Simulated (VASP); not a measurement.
Computed with r2SCAN+rVV10, VASP's PBE PAW potentials (set 64) (plane waves; VASP).

VASP ran on this input.

KPOINTS:
```
Automatic
0
G
7 7 7
```

**POSCAR**
```
InSb
1
    0.0000000000     3.2309106992     3.2309106992
    3.2309106992     0.0000000000     3.2309106992
    3.2309106992     3.2309106992     0.0000000000
In Sb
1 1
Direct
  0.0000000000   0.0000000000   0.0000000000
  0.2500000000   0.2500000000   0.2500000000
```

### INCAR
```
! general
SYSTEM  =InSb
PREC    =Accurate
ENCUT   =520
LREAL   =F   ! projection in real space or not
LASPH   =T   ! aspherical one-centre terms

! electronic loop
EDIFF   =1E-7   ! SCF stop (eV)
NELM    =100   ! most electronic steps
ALGO    =Normal
LMAXMIX =4
LMIXTAU =T

! smearing
ISMEAR  =0   ! Gaussian
SIGMA   =0.05

! functional
METAGGA =R2SCAN
LUSE_VDW=T
BPARAM  =11.95
CPARAM  =0.0093

! ions
ISIF    =2

! output
LWAVE   =F
LCHARG  =F
```

POTCAR, in this order: In_d Sb (PBE.64 set). Program: vasp_std.

Output

File OSZICAR:
```
       N       E                     dE             d eps       ncg     rms          rms(c)
DAV:   1     0.693201073438E+02    0.69320E+02   -0.83884E+03   520   0.143E+03
DAV:   2    -0.432577130879E+02   -0.11258E+03   -0.10986E+03   520   0.312E+02
DAV:   3    -0.510297891672E+02   -0.77721E+01   -0.76746E+01   708   0.914E+01
DAV:   4    -0.512317197151E+02   -0.20193E+00   -0.20183E+00   577   0.172E+01
DAV:   5    -0.512425936188E+02   -0.10874E-01   -0.10873E-01   784   0.337E+00    0.557E+00
DAV:   6    -0.481595146803E+02    0.30831E+01   -0.17214E+00   615   0.293E+01    0.298E+00
DAV:   7    -0.480716055088E+02    0.87909E-01   -0.53057E-01   530   0.107E+01    0.148E+00
DAV:   8    -0.481898897694E+02   -0.11828E+00   -0.37128E-01   535   0.708E+00    0.954E-01
DAV:   9    -0.481323683783E+02    0.57521E-01   -0.36736E-02   560   0.261E+00    0.612E-01
DAV:  10    -0.481404769119E+02   -0.81085E-02   -0.59644E-03   590   0.872E-01    0.985E-01
DAV:  11    -0.481501115243E+02   -0.96346E-02   -0.32420E-02   530   0.166E+00    0.351E-01
DAV:  12    -0.481520861391E+02   -0.19746E-02   -0.61542E-03   620   0.537E-01    0.226E-01
DAV:  13    -0.481525570997E+02   -0.47096E-03   -0.21293E-04   555   0.126E-01    0.272E-01
DAV:  14    -0.481514575917E+02    0.10995E-02   -0.41626E-04   550   0.177E-01    0.319E-01
DAV:  15    -0.481500305686E+02    0.14270E-02   -0.61109E-04   550   0.187E-01    0.680E-01
DAV:  16    -0.481509410238E+02   -0.91046E-03   -0.81483E-04   520   0.343E-01    0.165E+00
DAV:  17    -0.481521053263E+02   -0.11643E-02   -0.84389E-04   545   0.434E-01    0.721E-01
DAV:  18    -0.481527647767E+02   -0.65945E-03   -0.12215E-03   540   0.393E-01    0.101E-01
DAV:  19    -0.481527167421E+02    0.48035E-04   -0.50647E-05   665   0.802E-02    0.496E-02
DAV:  20    -0.481527772162E+02   -0.60474E-04   -0.75003E-05   520   0.102E-01    0.229E-02
DAV:  21    -0.481527781266E+02   -0.91039E-06   -0.18957E-05   580   0.523E-02    0.183E-02
DAV:  22    -0.481527787444E+02   -0.61778E-06   -0.29661E-06   535   0.221E-02    0.151E-02
DAV:  23    -0.481527797617E+02   -0.10172E-05   -0.14284E-06   530   0.132E-02    0.665E-03
DAV:  24    -0.481527795530E+02    0.20864E-06   -0.22959E-07   503   0.499E-03    0.121E-03
DAV:  25    -0.481527794867E+02    0.66291E-07   -0.10602E-07   325   0.318E-03
   1 F= -.48152779E+02 E0= -.48152779E+02  d E =-.134425E-06
```

File OUTCAR:
```
------------------------ aborting loop because EDIFF is reached ----------------------------------------
  FORCE on cell =-STRESS in cart. coord.  units (eV):
  Direction    XX          YY          ZZ          XY          YZ          ZX
  --------------------------------------------------------------------------------------
  Total        0.6208523      0.6208523      0.6208523      0.0000000      0.0000000      0.0000000
  in kB       14.7466715     14.7466715     14.7466715      0.0000000      0.0000000      0.0000000
  external PRESSURE =      14.7466715 kB  Pullay stress =       0.0000000 kB
  volume of cell :       67.45
      direct lattice vectors                 reciprocal lattice vectors
     0.000000000  3.230910699  3.230910699    -0.154755128  0.154755128  0.154755128
     3.230910699  0.000000000  3.230910699     0.154755128 -0.154755128  0.154755128
     3.230910699  3.230910699  0.000000000     0.154755128  0.154755128 -0.154755128
  FREE ENERGIE OF THE ION-ELECTRON SYSTEM (eV)
  ---------------------------------------------------
  free  energy   TOTEN  =       -48.1527794867 eV

  energy  without entropy=      -48.1527793523  energy(sigma->0) =      -48.15277942
```
(Selected blocks of OUTCAR.)

File OUTCAR:
```
 val. band max:        4.9983891982   @ k =   0.0000   0.0000   0.0000

 cond. band min:       5.2749833383   @ k =   0.0000   0.0000   0.0000


 Fermi energy:         5.1413744808

 k-point     1 :       0.0000    0.0000    0.0000
  band No.  band energies     occupation
      1     -10.1046      2.00000
      2     -10.1046      2.00000
      3     -10.1046      2.00000
      4      -9.9996      2.00000
      5      -9.9996      2.00000
      6      -6.1844      2.00000
      7       4.9984      1.99995
      8       4.9984      1.99995
      9       4.9984      1.99995
     10       5.2750      0.00016
     11       8.1941      0.00000
     12       8.1941      0.00000
     13       8.1941      0.00000

 k-point     2 :       0.1429    0.0000    0.0000
  band No.  band energies     occupation
      1     -10.1149      2.00000
      2     -10.0999      2.00000
      3     -10.0999      2.00000
      4      -9.9999      2.00000
      5      -9.9999      2.00000
      6      -5.9865      2.00000
      7       2.9376      2.00000
      8       4.7231      2.00000
      9       4.7231      2.00000
     10       6.2912      0.00000
     11       8.5723      0.00000
     12       8.5723      0.00000
     13       8.7860      0.00000

 k-point     3 :       0.2857    0.0000    0.0000
  band No.  band energies     occupation
      1     -10.1376      2.00000
      2     -10.0902      2.00000
      3     -10.0902      2.00000
      4      -9.9997      2.00000
      5      -9.9997      2.00000
      6      -5.4451      2.00000
      7       0.8349      2.00000
      8       4.2597      2.00000
      9       4.2597      2.00000
     10       6.0884      0.00000
     11       9.0381      0.00000
     12       9.0381      0.00000
     13      10.6221      0.00000

 k-point     4 :       0.4286    0.0000    0.0000
  band No.  band energies     occupation
      1     -10.1553      2.00000
      2     -10.0835      2.00000
      3     -10.0835      2.00000
...
```

Unless said otherwise, spin-orbit coupling is left out, though it shifts the bands of the heavy elements here.

The compound is InSb in the zinc blende structure. This cell is one point of a volume scan, at 0.97 of the reference volume.
